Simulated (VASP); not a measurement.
## EuZn3: single point with PBEsol

EuZn3:

```
Eu Zn
1.0
     4.30653    0.00000    0.00000
     0.00000    4.30653    0.00000
     0.00000    0.00000    4.30653
Eu Zn
1 3
Direct
  0.00000 0.00000 0.00000
  0.00000 0.50000 0.50000
  0.50000 0.50000 0.00000
  0.50000 0.00000 0.50000
```

The cell comes from a database or a generator and needn't be the stable form of this composition.

- Program: VASP 6.6.1
- Task: single point
- Functional: PBEsol
- Potentials or basis: VASP PAW PBE potentials, release 64 (Eu, Zn)
- Cutoff: 520 eV
- k mesh: 8 × 8 × 8
- Occupations: gaussian, width 0.05 eV
- Spin: collinear spin, typed start
- Starting moments: [7.0, 0.0, 0.0, 0.0] μB

```json
{
  "Pressure": "-0.2 GPa",
  "Band gap on the k mesh": "none (metal or under the smearing width)",
  "Net moment": "7.50 μB per cell",
  "Site moments": "Eu +6.58; Zn +0.05 μB",
  "Valence electrons inside the program's atomic spheres": "Eu 14.76; Zn 10.72"
}
```

Levels at points of the mesh, in eV from the Fermi level:
Spin up:
```csv
k point,band 27,band 28,band 29,band 30,band 31,band 32,band 33,band 34
"(0.00, 0.00, 0.00)",-0.39,-0.39,-0.28,0.81,0.81,0.81,3.53,3.53
"(0.50, 0.00, 0.00)",-0.25,-0.25,-0.25,-0.20,-0.20,1.86,3.61,3.64
"(0.50, 0.50, 0.00)",-0.28,-0.28,-0.26,-0.24,0.78,0.78,3.42,4.17
"(0.50, 0.50, 0.50)",-0.30,-0.30,-0.30,-0.09,-0.09,-0.09,-0.08,4.51
```
Spin down:
| k point | band 19 | band 20 | band 21 | band 22 | band 23 | band 24 | band 25 | band 26 | band 27 | band 28 |
| --- | --- | --- | --- | --- | --- | --- | --- | --- | --- | --- |
| (0.00, 0.00, 0.00) | -6.53 | -6.53 | -0.84 | -0.84 | 0.73 | 0.73 | 0.73 | 3.83 | 3.83 | 3.83 |
| (0.50, 0.00, 0.00) | -6.53 | -5.34 | -5.11 | 0.30 | 0.30 | 0.50 | 1.02 | 3.40 | 3.40 | 3.92 |
| (0.50, 0.50, 0.00) | -6.74 | -4.83 | -2.91 | -2.91 | -2.02 | 1.44 | 1.44 | 3.54 | 3.71 | 3.80 |
| (0.50, 0.50, 0.50) | -6.59 | -2.83 | -2.83 | -2.83 | -1.97 | 0.19 | 0.19 | 0.19 | 4.30 | 4.30 |

It took 7.6 min on 1 thread of Intel(R) Xeon(R) Platinum 8488C (Sapphire Rapids), with other jobs on the host, peak memory 0.34 GiB.

Caveat: the PAW data sets were made with another functional, which shifts forces and pressure a little; spin-orbit coupling is left out, which moves the levels of the heavy elements; without U or exact exchange the open f shell lies at the Fermi level, which spoils levels, moments and volumes. The state reached can hang on the start; a lower one may exist.
